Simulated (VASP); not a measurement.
```xyz
2
Lattice="1.8357 -3.1795 0.0000 1.8357 3.1795 0.0000 0.0000 0.0000 5.6037" Properties=species:S:1:pos:R:3 pbc="T T T"
Tb     1.8357     1.0598     1.4009
Tb     1.8357    -1.0598     4.2027
```

All values below come from r2SCAN meta-GGA, VASP's PBE PAW potentials (set 64) (plane waves; VASP 6.6.1). Settings: 480 eV cut-off, 10×10×6 Γ-centred mesh, first-order Methfessel-Paxton smearing of 0.10 eV, potentials Tb_3.

The 4f electrons are frozen in the core of the lanthanide potential, so 4f levels, which can set the real gap, and their magnetism are missing. Energy and stress use the plane-wave basis of the starting cell.

Q: The ions, cell shape and volume at an external pressure of 2.0 GPa are relaxed. Predict the relaxed structure.

A: 
```xyz
2
Lattice="1.8079 -3.1313 0.0000 1.8079 3.1313 0.0000 0.0000 0.0000 5.5188" Properties=species:S:1:pos:R:3 pbc="T T T"
Tb     1.8079     1.0438     1.3797
Tb     1.8079    -1.0438     4.1391
```
Space group P6_3/mmc (194), at a tolerance of 0.03 Å.

Q: How do energy and volume change from the first to the last step?

A: The energy (σ→0) changes by +8.9 meV/atom and the volume by -4.5 %, in 3 ionic steps.

The compound is Tb in the hcp structure. This run relaxes it under an external pressure of 2 GPa. Symmetry was kept, so distortions that lower it aren't found.
